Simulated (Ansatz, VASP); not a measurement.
**Two plane-wave programs on KPt**

The input INCAR:

```
SYSTEM = KPt
ALGO = Normal
EDIFF = 1E-7
ENCUT = 520
GGA = PE
ISIF = 2
ISMEAR = -1
LASPH = .True.
LCHARG = .False.
LREAL = .False.
LWAVE = .False.
NBANDS = 16
NELM = 100
PREC = Accurate
SIGMA = 0.05
```

KPOINTS

```
k-points
0
Gamma
  10 10 5
  0 0 0
```

POSCAR

```
KPt
1.0
    2.9602903169      0.0000000000      0.0000000000
   -1.4801451584      2.5636866170      0.0000000000
    0.0000000000      0.0000000000      5.2733316032
Pt K
1 1
Direct
    0.6666666667      0.3333333333      0.0000000000
    0.0000000000      0.0000000000      0.5000000000
```

File input.yaml:

```yaml
crystal:
  lattice:
    - [2.9602903169, 0.0, 0.0]
    - [-1.4801451584, 2.563686617, 0.0]
    - [0.0, 0.0, 5.2733316032]
  atoms:
    - { symbol: Pt, position: [0.6666666667, 0.3333333333, 0.0] }
    - { symbol: K, position: [0.0, 0.0, 0.5] }
hamiltonian:
  xc: pbe
  pseudopotentials: { kind: paw }
kpoints:
  mp_grid: { grid: [10, 10, 5] }
scf:
  occupations: { method: fermi_dirac, width: 0.05 }
output:
  forces: true
  stress: true
  eigenvalues: true
  write_density: true
  write_potential: true
  elf: true
  volumetric_format: npy
```

Change from the starting cell: volume scaled by 0.96.

Alike in both runs: task single point; functional PBE; k mesh 10 × 10 × 5; occupations fermi-dirac, width 0.05 eV; no spin polarisation.

|  | VASP | Ansatz |
| --- | --- | --- |
| version | VASP 6.6.1 | Ansatz 0.2.0 |
| potentials or method | VASP PAW PBE potentials, release 64 (Pt, K_sv) | Ansatz PAW |
| plane-wave cutoff (eV) | 520 | 420 |
| valence electrons in the cell | 19 | 27 |

```tsv
	VASP	Ansatz	Ansatz less VASP
gap on the k mesh at the Fermi level (eV)	none	none	-
pressure (GPa)	3.4	3.2	-0.21
largest component of the traceless stress (GPa)	1.05	1.01	-0.040
```

A gap of «none» marks a metal or a gap that the smearing closes. The two sets of potentials don't hold the same shells in valence.

The runs have no spin-orbit coupling, so splittings on Pt are missing.
